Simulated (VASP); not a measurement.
# Mg6SiB (Amm2) in VASP: reference runs

How does Mg6SiB come out in PBE? The cell is run as given and disturbed.

Everything below comes from runs of VASP 6.6.1. Logs are shortened: lines on timing, memory, paths and dates and some standing lists are left out, and cuts for length are marked.

## (1) The structure

It takes space group Amm2 (No. 38, orthorhombic). The conventional cell has a = 3.976 Å, b = 7.783 Å, c = 9.876 Å, α = 90.00°, β = 90.00°, γ = 90.00°. Around Si (site symmetry mm2) lie 8 Mg at 2.69 to 3.04 Å. Mg (site symmetry mm2) is surrounded by 2 Si at 2.76 Å and 8 Mg at 3.03 to 3.16 Å. Mg (site symmetry m) is surrounded by 1 B at 2.56 Å and 2 Si at 2.69 Å. Mg (site symmetry mm2) is surrounded by 2 B at 2.46 Å. Around Mg (site symmetry m) lie 2 B at 2.69 Å and 2 Mg at 2.88 to 2.92 Å and 1 Si at 3.04 Å. B (site symmetry mm2) has 8 Mg at 2.46 to 2.69 Å as nearest neighbours.

The cell comes from a database or a generator and needn't be the stable form of this composition.

## (2) Single point, PBE

INCAR

```
PREC = Accurate
ENCUT = 520
EDIFF = 1E-7
ISMEAR = -1
SIGMA = 0.05
LREAL = False
LASPH = True
NELM = 100
ALGO = Normal
ISIF = 2
LWAVE = False
LCHARG = False
GGA = PE
NBANDS = 20
```

KPOINTS

```
regular mesh
0
Gamma
  7 5 5
```

POSCAR

```
Mg6SiB
1.0
    3.9757080000      0.0000000000      0.0000000000
    0.0000000000      3.8916700000      4.9380070000
    0.0000000000     -3.8916700000      4.9380070000
Si Mg B
1 6 1
Direct
    0.0000000000      0.9464960000      0.9464960000
    0.5000000000      0.1403630000      0.1403630000
    0.5000000000      0.1022270000      0.6636450000
    0.5000000000      0.6636450000      0.1022270000
    0.0000000000      0.3713650000      0.3713650000
    0.0000000000      0.4442030000      0.8136060000
    0.0000000000      0.8136060000      0.4442030000
    0.5000000000      0.5180930000      0.5180930000
```

Potentials or basis: VASP PAW PBE potentials, release 64 (Si, Mg, B).

Started as:

```console
$ cat potpaw_PBE.64/Si/POTCAR potpaw_PBE.64/Mg/POTCAR potpaw_PBE.64/B/POTCAR > POTCAR
$ mpirun -np 1 vasp_std > vasp.out
```

OUTCAR:

```text
PREC = Accurate
   ENCUT = 520
   EDIFF = 1E-7
   ISMEAR = -1
   LREAL = False
   LASPH = True
   NELM = 100
   ISIF = 2
   GGA = PE

 ion  position               nearest neighbor table
   1  0.000  0.946  0.946-   3 2.69   4 2.69   3 2.69   4 2.69   2 2.76   2 2.76   7 3.04   6 3.04

   2  0.500  0.140  0.140-   1 2.76   1 2.76   5 3.03   5 3.03   4 3.06   3 3.06   6 3.16   7 3.16
                             6 3.16   7 3.16   4 3.24   3 3.24
   3  0.500  0.102  0.664-   8 2.56   1 2.69   1 2.69   5 2.96   5 2.96   2 3.06   7 3.21   7 3.21
                             6 3.23   6 3.23   2 3.24   4 3.41
   4  0.500  0.664  0.102-   8 2.56   1 2.69   1 2.69   5 2.96   5 2.96   2 3.06   6 3.21   6 3.21
                             7 3.23   7 3.23   2 3.24   3 3.41
   5  0.000  0.371  0.371-   8 2.46   8 2.46   6 2.92   7 2.92   3 2.96   3 2.96   4 2.96   4 2.96
                             2 3.03   2 3.03   6 3.43   7 3.43
   6  0.000  0.444  0.814-   8 2.69   8 2.69   7 2.88   5 2.92   1 3.04   2 3.16   2 3.16   4 3.21
                             4 3.21   3 3.23   3 3.23   5 3.43
   7  0.000  0.814  0.444-   8 2.69   8 2.69   6 2.88   5 2.92   1 3.04   2 3.16   2 3.16   3 3.21
                             3 3.21   4 3.23   4 3.23   5 3.43
   8  0.500  0.518  0.518-   5 2.46   5 2.46   3 2.56   4 2.56   7 2.69   6 2.69   6 2.69   7 2.69

  LATTYP: Found a base centered orthorhombic cell.
 ALAT       =     7.7833400000
 B/A-ratio  =     1.2688658083
 C/A-ratio  =     0.5107971642

  Lattice vectors:

 A1 = (   0.0000000000,   3.8916700000,  -4.9380070000)
 A2 = (   0.0000000000,   3.8916700000,   4.9380070000)
 A3 = (   3.9757080000,   0.0000000000,   0.0000000000)

Analysis of symmetry for initial positions (statically):
=====================================================================
 Subroutine PRICEL returns:
 Original cell was already a primitive cell.

 Routine SETGRP: Setting up the symmetry group for a
 base centered orthorhombic supercell.

 Subroutine GETGRP returns: Found  4 space group operations
 (whereof  4 operations were pure point group operations)
 out of a pool of  8 trial point group operations.

The static configuration has the point symmetry C_2v.

Analysis of symmetry for dynamics (positions and initial velocities):
=====================================================================
 Subroutine PRICEL returns:
 Original cell was already a primitive cell.

 Routine SETGRP: Setting up the symmetry group for a
 base centered orthorhombic supercell.

 Subroutine GETGRP returns: Found  4 space group operations
 (whereof  4 operations were pure point group operations)
 out of a pool of  8 trial point group operations.

The dynamic configuration has the point symmetry C_2v.

 Subroutine INISYM returns: Found  4 space group operations
 (whereof  4 operations are pure point group operations),
 and found     1 'primitive' translations

----------------------------------------------------------------------------------------

                                     Primitive cell

  volume of cell :     152.8031

  direct lattice vectors                    reciprocal lattice vectors
     3.975708000  0.000000000  0.000000000     0.251527527  0.000000000  0.000000000
     0.000000000  3.891670000  4.938007000     0.000000000  0.128479547  0.101255426
     0.000000000 -3.891670000  4.938007000     0.000000000 -0.128479547  0.101255426

  length of vectors
     3.975708000  6.287209915  6.287209915     0.251527527  0.163583787  0.163583787

  position of ions in fractional coordinates (direct lattice)
     0.000000000  0.946496000  0.946496000
     0.500000000  0.140363000  0.140363000
     0.500000000  0.102227000  0.663645000
     0.500000000  0.663645000  0.102227000
     0.000000000  0.371365000  0.371365000
     0.000000000  0.444203000  0.813606000
     0.000000000  0.813606000  0.444203000
     0.500000000  0.518093000  0.518093000

  ion indices of the primitive-cell ions
   primitive index   ion index
                 1           1
                 2           2
                 3           3
                 4           4
                 5           5
                 6           6
                 7           7
                 8           8

----------------------------------------------------------------------------------------

 KPOINTS: regular mesh

Automatic generation of k-mesh.
 Grid dimensions read from file:
 generate k-points for:    7    5    5

 Generating k-lattice:

  Cartesian coordinates                     Fractional coordinates (reciprocal lattice)
     0.035932504  0.000000000  0.000000000     0.142857143  0.000000000  0.000000000
     0.000000000  0.025695909  0.020251085     0.000000000  0.200000000  0.000000000
     0.000000000 -0.025695909  0.020251085     0.000000000  0.000000000  0.200000000

  Length of vectors
     0.035932504  0.032716757  0.032716757

  Shift w.r.t. Gamma in fractional coordinates (k-lattice)
     0.000000000  0.000000000  0.000000000

 Subroutine IBZKPT returns following result:
 ===========================================

 Found     36 irreducible k-points:

 Following reciprocal coordinates:
            Coordinates               Weight
  0.000000  0.000000  0.000000      1.000000
  0.142857  0.000000  0.000000      2.000000
  0.285714  0.000000  0.000000      2.000000
  0.428571  0.000000  0.000000      2.000000
  0.000000  0.200000 -0.000000      4.000000
  0.142857  0.200000 -0.000000      8.000000
[... 16 lines left out ...]
  0.285714 -0.400000  0.200000      8.000000
  0.428571 -0.400000  0.200000      8.000000
 [... further k-points ...]
   k-points           NKPTS =     36   k-points in BZ     NKDIM =     36   number of bands    NBANDS=     20
   number of dos      NEDOS =    301   number of ions     NIONS =      8
   total plane-waves  NPLWV =  69120
   dimension x,y,z NGX =    30 NGY =   48 NGZ =   48
   dimension x,y,z NGXF=    60 NGYF=   96 NGZF=   96
   ions per type =               1   6   1
   NGX,Y,Z   is equivalent  to a cutoff of  12.54, 12.69, 12.69 a.u.
   NGXF,Y,Z  is equivalent  to a cutoff of  25.09, 25.38, 25.38 a.u.
 SYSTEM =  unknown system
   PREC   = accura    normal or accurate (medium, high low for compatibility)
   ISTART =      0    job   : 0-new  1-cont  2-samecut
   ICHARG =      2    charge: 1-file 2-atom 10-const
   ISPIN  =      1    spin polarized calculation?
   LNONCOLLINEAR =      F non collinear calculations
   LSORBIT =      F    spin-orbit coupling
   LASPH  =      T    aspherical Exc in radial PAW
   ENCUT  =  520.0 eV  38.22 Ry    6.18 a.u.   7.39 11.69 11.69*2*pi/ulx,y,z
   NELM   =    100;   NELMIN=  2; NELMDL= -5     # of ELM steps
   EDIFF  = 0.1E-06   stopping-criterion for ELM
   LREAL  =      F    real-space projection
   EDIFFG = 0.1E-05   stopping-criterion for IOM
   NSW    =      0    number of steps for IOM
   IBRION =     -1    ionic relax: 0-MD 1-quasi-New 2-CG
   NFREE  =      0    steps in history (QN), initial steepest desc. (CG)
   ISIF   =      2    stress and relaxation
   ISYM   =      2    0-nonsym 1-usesym 2-fastsym
   POTIM  = 0.5000    time-step for ionic-motion
   TEBEG  =    0.0;   TEEND  =   0.0 temperature during run
   PSTRESS=    0.0 pullay stress
   NELECT =      19.0000    total number of electrons
   NUPDOWN=      -1.0000    fix difference up-down
   EMIN   =  10.00;   EMAX   =-10.00  energy-range for DOS
   EFERMI =   0.00;   METHOD = LEGACY
   ISMEAR =    -1;   SIGMA  =   0.05  broadening in eV -4-tet -1-fermi 0-gaus
   EFERMI_NEDOS =   21; number of points for ismear=-14 and -15
   IALGO  =     38    algorithm
   IMIX   =      4    mixing-type and parameters
     AMIX     =   0.40;   BMIX     =  1.00
     AMIX_MAG =   1.60;   BMIX_MAG =  1.00
  volume/ion in A,a.u.               =      19.10       128.90
  Fermi-wavevector in a.u.,A,eV,Ry     =   0.817113  1.544119  9.084245  0.667673
  Thomas-Fermi vector in A             =   1.927502
   LORBIT       =      0    0 simple, 1 ext, 2 COOP (PROOUT), +10 PAW based schemes
   GGA     = PE    functional components
   LHFCALC =     F    Hartree Fock is set to
   AEXX    =    0.0000 exact exchange contribution
   IVDW    =     0    specifies the selected vdW correction
   LEPSILON=     F    determine dielectric tensor
   LRPA    =     F    only Hartree local field effects (RPA)
 non-spin polarized calculation
  energy-cutoff  :      520.00
  volume of cell :      152.80
 maximum number of plane-waves:      4142
 NGX is ok and might be reduce to    30
   NGX = 15   NGY = 23   NGZ = 23

 number of electron      19.0000000 magnetization

 Free energy of the ion-electron system (eV)
  ---------------------------------------------------
  ext. energy  EPLUGINS =         0.00000000
  ---------------------------------------------------
  free energy    TOTEN  =       -19.69773373 eV

  energy without entropy =      -19.67376796  energy(sigma->0) =      -19.68575084

 E-fermi :   3.4589     XC(G=0):  -9.0481

 val. band max:        3.4511335605   @ k =   0.0000  -0.4000   0.4000
 cond. band min:       3.4728438335   @ k =   0.4286   0.4000   0.4000
 fundamental gap:      0.0217102730
 Fermi energy:         3.4588945591

 k-point     1 :       0.0000    0.0000    0.0000
  band No.  band energies     occupation
      1      -5.5396      2.00000
      2      -3.5202      2.00000
      3      -0.9400      2.00000
      4      -0.3626      2.00000
      5       0.4851      2.00000
      6       0.8422      2.00000
[... 12 lines left out ...]
     19       8.9215      0.00000
     20       9.2412      0.00000

 k-point     2 :       0.1429    0.0000    0.0000
  band No.  band energies     occupation
      1      -5.3711      2.00000
      2      -3.3910      2.00000
      3      -0.7654      2.00000
      4      -0.1943      2.00000
      5       0.6677      2.00000
      6       0.9700      2.00000
[... 498 lines left out ...]
 k-point    24 :       0.4286   -0.4000    0.2000
  band No.  band energies     occupation
      1      -3.9758      2.00000
      2      -2.9398      2.00000
      3      -1.1954      2.00000
      4      -0.9952      2.00000
      5      -0.0734      2.00000
      6       1.0659      2.00000
[... 12 lines left out ...]
     19       8.5898      0.00000
     20       9.0709      0.00000

 [... further k-points ...]

------------------------ aborting loop because EDIFF is reached ----------------------------------------

  FORCE on cell =-STRESS in cart. coord.  units (eV):
  Direction    XX          YY          ZZ          XY          YZ          ZX
  --------------------------------------------------------------------------------------
  -------------------------------------------------------------------------------------
  Total       -0.0263884      0.2025002     -0.8132280      0.0000000      0.0000000      0.0000000
  in kB       -0.2766889      2.1232636     -8.5268909      0.0000000      0.0000000      0.0000000
  external PRESSURE =      -2.2267720 kB  Pullay stress =       0.0000000 kB

 VOLUME and BASIS-vectors are now :
 -----------------------------------------------------------------------------
  energy-cutoff  :      520.00
  volume of cell :      152.80
      direct lattice vectors                 reciprocal lattice vectors
     3.975708000  0.000000000  0.000000000     0.251527527  0.000000000  0.000000000
     0.000000000  3.891670000  4.938007000     0.000000000  0.128479547  0.101255426
     0.000000000 -3.891670000  4.938007000     0.000000000 -0.128479547  0.101255426

 POSITION                                       TOTAL-FORCE (eV/Angst)
 -----------------------------------------------------------------------------------
      0.00000      0.00000      9.34761         0.000000     -0.000000      0.087974
      1.98785      0.00000      1.38623         0.000000     -0.000000      0.050264
      1.98785     -2.18485      3.78188         0.000000      0.026225     -0.018619
      1.98785      2.18485      3.78188         0.000000     -0.026225     -0.018619
      0.00000      0.00000      3.66761         0.000000     -0.000000     -0.033523
      0.00000     -1.43759      6.21107         0.000000     -0.050348     -0.037828
      0.00000      1.43759      6.21107         0.000000      0.050348     -0.037828
      1.98785      0.00000      5.11669         0.000000     -0.000000      0.008180
 -----------------------------------------------------------------------------------
    total drift:                               -0.000000     -0.000000      0.000164

  FREE ENERGIE OF THE ION-ELECTRON SYSTEM (eV)
  ---------------------------------------------------
  free  energy   TOTEN  =       -19.6977337282 eV

  energy  without entropy=      -19.6737679597  energy(sigma->0) =      -19.68575084
```

Run time: 93 s. Hardware: 1 thread of Intel Xeon Platinum 8488C (Sapphire Rapids), shared host; peak memory 0.3 GiB.

What came out:

| Quantity | Value |
| --- | --- |
| Free energy | -19.6977 eV |
| Pressure | -0.2 GPa |
| Largest force | 0.088 eV/Å |
| Band gap on the k mesh | none (metal or under the smearing width) |

Forces in eV/Å, atoms in the order of the input:
```
Si   0.000  0.000  0.088
Mg   0.000  0.000  0.050
Mg   0.000  0.026 -0.019
Mg   0.000 -0.026 -0.019
Mg   0.000  0.000 -0.034
Mg   0.000 -0.050 -0.038
Mg   0.000  0.050 -0.038
B    0.000  0.000  0.008
```

## (3) Single point, PBE (atoms moved at random, drawn with an rms of 0.05 Å)

INCAR

```
PREC = Accurate ; ENCUT = 520
EDIFF = 1E-7 ; ISMEAR = -1
SIGMA = 0.05 ; LREAL = F
LASPH = T ; NELM = 60
ALGO = Normal ; ISIF = 2
LWAVE = F ; LCHARG = T
GGA = PE ; LELF = T
LVHAR = T ; NBANDS = 20
```

KPOINTS

```
Automatic mesh
0
Gamma
  7 5 5
```

POSCAR

```
Mg6SiB
1.0
    3.9757080000      0.0000000000      0.0000000000
    0.0000000000      3.8916700000      4.9380070000
    0.0000000000     -3.8916700000      4.9380070000
Si Mg B
1 6 1
Direct
   -0.0032070000      0.9445710000      0.9426250000
    0.5181920000      0.1394020000      0.1443000000
    0.5091420000      0.0996700000      0.6625160000
    0.5081100000      0.6673040000      0.0958980000
   -0.0158540000      0.3743100000      0.3714010000
    0.0024720000      0.4528310000      0.8179550000
   -0.0133510000      0.8120770000      0.4477850000
    0.5162710000      0.5242200000      0.5149620000
```

Potentials or basis: VASP PAW PBE potentials, release 64 (Si, Mg, B).

Started as:

```console
$ cat potpaw_PBE.64/Si/POTCAR potpaw_PBE.64/Mg/POTCAR potpaw_PBE.64/B/POTCAR > POTCAR
$ mpirun -np 1 vasp_std > vasp.out
```

OUTCAR:

```text
PREC = Accurate
   ENCUT = 520
   EDIFF = 1E-7
   ISMEAR = -1
   LREAL = F
   LASPH = T
   NELM = 60
   ISIF = 2
   GGA = PE

 ion  position               nearest neighbor table
   1  0.997  0.945  0.943-   4 2.64   3 2.65   4 2.70   3 2.72   2 2.73   2 2.85   7 3.09   6 3.11
                             6 3.36
   2  0.518  0.139  0.144-   1 2.73   1 2.85   5 2.94   4 3.05   7 3.08   3 3.10   5 3.12   6 3.15
                             3 3.21   6 3.23   7 3.24   4 3.26
   3  0.509  0.100  0.663-   8 2.61   1 2.65   1 2.72   5 2.90   5 3.03   2 3.10   7 3.14   2 3.21
                             7 3.25   6 3.28   6 3.31   4 3.37
[... 776 lines left out ...]
  in kB        1.7465656      4.1199476     -9.8659398     -1.3372169      0.3741609     -1.5216765
  external PRESSURE =      -1.3331422 kB  Pullay stress =       0.0000000 kB

 VOLUME and BASIS-vectors are now :
 -----------------------------------------------------------------------------
  energy-cutoff  :      520.00
  volume of cell :      152.80
      direct lattice vectors                 reciprocal lattice vectors
     3.975708000  0.000000000  0.000000000     0.251527527  0.000000000  0.000000000
     0.000000000  3.891670000  4.938007000     0.000000000  0.128479547  0.101255426
     0.000000000 -3.891670000  4.938007000     0.000000000 -0.128479547  0.101255426

 POSITION                                       TOTAL-FORCE (eV/Angst)
 -----------------------------------------------------------------------------------
      3.96296      0.00757      9.31899         0.455378      0.032237      0.159048
      2.06018     -0.01906      1.40092        -0.357329      0.075538     -0.049919
      2.02420     -2.19041      3.76368        -0.293400      0.103843      0.102061
      2.02010      2.22372      3.76870        -0.273535     -0.180298      0.040619
      3.91268      0.01132      3.68233         0.659921     -0.020874     -0.039980
      0.00983     -1.42094      6.27515         0.079697     -0.109528     -0.224782
      3.92263      1.41770      6.22121         0.211185      0.182563     -0.052749
      2.05254      0.03603      5.13149        -0.481917     -0.083480      0.065703
 -----------------------------------------------------------------------------------
    total drift:                               -0.000047     -0.000015      0.000279

  FREE ENERGIE OF THE ION-ELECTRON SYSTEM (eV)
  ---------------------------------------------------
  free  energy   TOTEN  =       -19.6070596346 eV

  energy  without entropy=      -19.5821023898  energy(sigma->0) =      -19.59458101
```

Run time: 4.3 min. Hardware: 1 thread of Intel Xeon Platinum 8488C (Sapphire Rapids), shared host; peak memory 0.42 GiB.

What came out:

```yaml
Free_energy: -19.6071 eV
Pressure: -0.1 GPa
Largest_force: 0.661 eV/Å
Band_gap_on_the_k_mesh: none (metal or under the smearing width)
```

Forces on the atoms (eV/Å):
```
Si   0.455  0.032  0.159
Mg  -0.357  0.076 -0.050
Mg  -0.293  0.104  0.102
Mg  -0.274 -0.180  0.041
Mg   0.660 -0.021 -0.040
Mg   0.080 -0.110 -0.225
Mg   0.211  0.183 -0.053
B   -0.482 -0.083  0.066
```

Stress tensor (GPa, compression positive):
```
 0.17 -0.13 -0.15
-0.13  0.41  0.04
-0.15  0.04 -0.99
```
